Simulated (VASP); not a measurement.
```
CELL_PARAMETERS angstrom
     -3.07319     3.07319     3.07319
      3.07319    -3.07319     3.07319
      3.07319     3.07319    -3.07319
ATOMIC_POSITIONS crystal
  Cs 0.00000 0.00000 0.00000
```

All values below come from PBE GGA, VASP's PBE PAW potentials (set 64) (plane waves; VASP). Run with 480 eV cut-off, 8×8×8 Γ-centred mesh, first-order Methfessel-Paxton smearing of 0.10 eV, potentials Cs_sv.

Energy and stress use the plane-wave basis of the starting cell.

The ions, cell shape and volume at an external pressure of 20.0 GPa are relaxed. Give the cell that the relaxation ends in.

```
CELL_PARAMETERS angstrom
     -1.92918     1.92918     1.92918
      1.92918    -1.92918     1.92918
      1.92918     1.92918    -1.92918
ATOMIC_POSITIONS crystal
  Cs 0.00000 0.00000 0.00000
```
Space group Im-3m (229), at a tolerance of 0.03 Å.

How do energy and volume change from the first to the last step?

The energy (σ→0) changes by +1915.9 meV/atom and the volume by -75.3 %, in 12 ionic steps.

The compound is Cs in the bcc structure. This run relaxes it under an external pressure of 20 GPa. Symmetry was kept, so distortions that lower it aren't found.
